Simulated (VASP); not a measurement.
Calculation: MS2 meta-GGA, VASP's PBE PAW potentials (set 64) (plane waves; VASP).

A VASP calculation is set up with these files.

INCAR:
```
! general
SYSTEM  = Li
PREC    = Accurate
ENCUT   = 520
LREAL   = .FALSE.
LASPH   = .TRUE.

! electronic loop
EDIFF   = 1E-6
NELM    = 100
ALGO    = Normal
LMIXTAU = .TRUE.

! smearing
ISMEAR  = 1
SIGMA   = 0.1

! functional
METAGGA = MS2

! ions
IBRION  = 2
NSW     = 60
ISIF    = 3
EDIFFG  = -0.01

! output
LWAVE   = .FALSE.
LCHARG  = .FALSE.
```

**KPOINTS**
```
Automatic mesh
0
gamma
14 14 14
0 0 0
```

### POSCAR
```
Li
1
   -1.7070592093     1.7070592093     1.7070592093
    1.7070592093    -1.7070592093     1.7070592093
    1.7070592093     1.7070592093    -1.7070592093
Li
1
Direct
  0.0000000000   0.0000000000   0.0000000000
```

POTCAR, in this order: Li_sv (PBE.64 set). Program: vasp_std.

Output

OSZICAR:
```
       N       E                     dE             d eps       ncg     rms          rms(c)
DAV:   1    -0.756084138662E+00   -0.75608E+00   -0.72290E+02  1055   0.416E+02
DAV:   2    -0.317705190557E+01   -0.24210E+01   -0.23397E+01  1430   0.603E+01
DAV:   3    -0.330325366026E+01   -0.12620E+00   -0.12625E+00  1275   0.974E+00
DAV:   4    -0.330761810073E+01   -0.43644E-02   -0.43643E-02  1340   0.162E+00
DAV:   5    -0.330775946894E+01   -0.14137E-03   -0.14137E-03  1335   0.177E-01    0.280E-01
DAV:   6    -0.267368983792E+01    0.63407E+00   -0.34415E-01  1430   0.778E+00    0.202E-01
DAV:   7    -0.290953328095E+01   -0.23584E+00   -0.11009E-01  1040   0.455E+00    0.103E-01
DAV:   8    -0.281549792740E+01    0.94035E-01   -0.68983E-02  1040   0.366E+00    0.502E-02
DAV:   9    -0.273869548167E+01    0.76802E-01   -0.30618E-02  1040   0.317E+00    0.267E-02
DAV:  10    -0.274754714754E+01   -0.88517E-02   -0.96702E-03  1040   0.821E-01    0.168E-02
DAV:  11    -0.273759148349E+01    0.99557E-02   -0.21823E-02  1040   0.123E+00    0.353E-02
DAV:  12    -0.274803275762E+01   -0.10441E-01   -0.15894E-02  1040   0.104E+00    0.254E-02
DAV:  13    -0.274566287409E+01    0.23699E-02   -0.44509E-03  1040   0.484E-01    0.163E-02
DAV:  14    -0.274791163168E+01   -0.22488E-02   -0.33423E-03  1040   0.409E-01    0.225E-02
DAV:  15    -0.274625510927E+01    0.16565E-02   -0.26163E-03  1040   0.374E-01    0.278E-02
DAV:  16    -0.274676042985E+01   -0.50532E-03   -0.10893E-04  1050   0.904E-02    0.313E-02
DAV:  17    -0.274736367393E+01   -0.60324E-03   -0.38967E-04  1040   0.164E-01    0.207E-02
DAV:  18    -0.274785906858E+01   -0.49539E-03   -0.62189E-04  1040   0.197E-01    0.102E-02
DAV:  19    -0.274803115326E+01   -0.17208E-03   -0.40172E-04  1045   0.156E-01    0.625E-03
DAV:  20    -0.274802932019E+01    0.18331E-05   -0.14816E-04  1065   0.933E-02    0.509E-03
DAV:  21    -0.274802642247E+01    0.28977E-05   -0.54534E-06  1435   0.184E-02    0.485E-03
DAV:  22    -0.274802721802E+01   -0.79555E-06   -0.16729E-07  1135   0.352E-03
   1 F= -.27480272E+01 E0= -.27477294E+01  d E =-.274803E+01
```

### OUTCAR
```
------------------------ aborting loop because EDIFF is reached ----------------------------------------
  FORCE on cell =-STRESS in cart. coord.  units (eV):
  Direction    XX          YY          ZZ          XY          YZ          ZX
  --------------------------------------------------------------------------------------
  Total       -0.0056818     -0.0056818     -0.0056818     -0.0000000      0.0000000      0.0000000
  in kB       -0.4574992     -0.4574992     -0.4574992     -0.0000000      0.0000000      0.0000000
  external PRESSURE =      -0.4574992 kB  Pullay stress =       0.0000000 kB
  volume of cell :       19.90
      direct lattice vectors                 reciprocal lattice vectors
    -1.707059209  1.707059209  1.707059209     0.000000000  0.292901381  0.292901381
     1.707059209 -1.707059209  1.707059209     0.292901381  0.000000000  0.292901381
     1.707059209  1.707059209 -1.707059209     0.292901381  0.292901381  0.000000000
 POSITION                                       TOTAL-FORCE (eV/Angst)
 -----------------------------------------------------------------------------------
      0.00000      0.00000      0.00000         0.000000      0.000000      0.000000
 -----------------------------------------------------------------------------------
    total drift:                               -0.000000      0.000000      0.000000
  FREE ENERGIE OF THE ION-ELECTRON SYSTEM (eV)
  ---------------------------------------------------
  free  energy   TOTEN  =        -2.7480272180 eV

  energy  without entropy=       -2.7471337260  energy(sigma->0) =       -2.74772939

 reached required accuracy - stopping structural energy minimisation
```
(Selected blocks of OUTCAR.)

**OUTCAR**
```
 val. band max:        0.6385706288   @ k =   0.2857   0.2143   0.0000

 cond. band min:       0.6742246207   @ k =  -0.3571   0.4286   0.1429


 Fermi energy:         0.6487102261

 k-point     1 :       0.0000    0.0000    0.0000
  band No.  band energies     occupation
      1     -47.0435      2.00000
      2      -3.0885      2.00000
      3      16.1600      0.00000
      4      16.1606      0.00000
      5      16.1606      0.00000

 k-point     2 :       0.0714    0.0000    0.0000
  band No.  band energies     occupation
      1     -47.0424      2.00000
      2      -2.9865      2.00000
      3      15.4587      0.00000
      4      15.6595      0.00000
      5      15.9788      0.00000

 k-point     3 :       0.1429    0.0000    0.0000
  band No.  band energies     occupation
      1     -47.0396      2.00000
      2      -2.6809      2.00000
      3      13.4853      0.00000
      4      14.6686      0.00000
      5      15.4721      0.00000

 k-point     4 :       0.2143    0.0000    0.0000
  band No.  band energies     occupation
      1     -47.0357      2.00000
      2      -2.1725      2.00000
      3      11.0627      0.00000
      4      13.6819      0.00000
      5      14.7955      0.00000

 k-point     5 :       0.2857    0.0000    0.0000
  band No.  band energies     occupation
      1     -47.0312      2.00000
      2      -1.4658      2.00000
      3       8.7157      0.00000
      4      12.8602      0.00000
      5      14.1364      0.00000

 k-point     6 :       0.3571    0.0000    0.0000
  band No.  band energies     occupation
      1     -47.0272      2.00000
      2      -0.5850      2.00000
      3       6.6198      0.00000
      4      12.2554      0.00000
      5      13.6130      0.00000

 k-point     7 :       0.4286    0.0000    0.0000
  band No.  band energies     occupation
      1     -47.0244      2.00000
      2       0.3647      2.00044
      3       4.9293      0.00000
...
```

The compound is Li in the bcc structure. It was relaxed first, which changed the volume by -6 %. The start is the result of an earlier pass.
